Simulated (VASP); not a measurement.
Elastic constants (GPa) of a crystal from PBE GGA, VASP's PBE PAW potentials (set 64) in VASP:

```
       xx     yy     zz    yz    xz    xy
--  -----  -----  -----  ----  ----  ----
xx  165.4   48.7   48.7   0.0   0.0   0.0
yy   48.7  165.4   48.7   0.0   0.0   0.0
zz   48.7   48.7  165.4   0.0   0.0   0.0
yz    0.0    0.0    0.0  64.6   0.0   0.0
xz    0.0    0.0    0.0   0.0  64.6   0.0
xy    0.0    0.0    0.0   0.0   0.0  64.6
```

Finite-difference elastic constants of metals are sensitive to mesh and smearing; shear constants can be off by tens of GPa.

Question: Work out the Voigt, Reuss and Hill moduli, Young's modulus and Poisson's ratio.

Answer: All eigenvalues are positive (smallest 64.6 GPa), so the crystal is stable. K_V = (C11+C22+C33+2(C12+C13+C23))/9 = (496.2 + 2×146.1)/9 = 87.6 GPa; G_V = (496.2 − 146.1 + 3×193.8)/15 = 62.1 GPa. From the compliances, K_R = 87.6 GPa and G_R = 61.9 GPa. Hill: K = 87.6 GPa, G = 62.0 GPa, E = 9KG/(3K+G) = 150.5 GPa, ν = (3K−2G)/(2(3K+G)) = 0.214. K/G = 1.41, below Pugh's 1.75; universal anisotropy A^U = 0.01.

Question: With a density of 3.02 g/cm³, what are the mean sound speeds?

Answer: v_l = √((K+4G/3)/ρ) = 7.51 km/s and v_t = √(G/ρ) = 4.53 km/s. The crystal is Al3Sc (L1_2), cubic.

The compound is Al3Sc in the L1_2 structure. It was relaxed first.
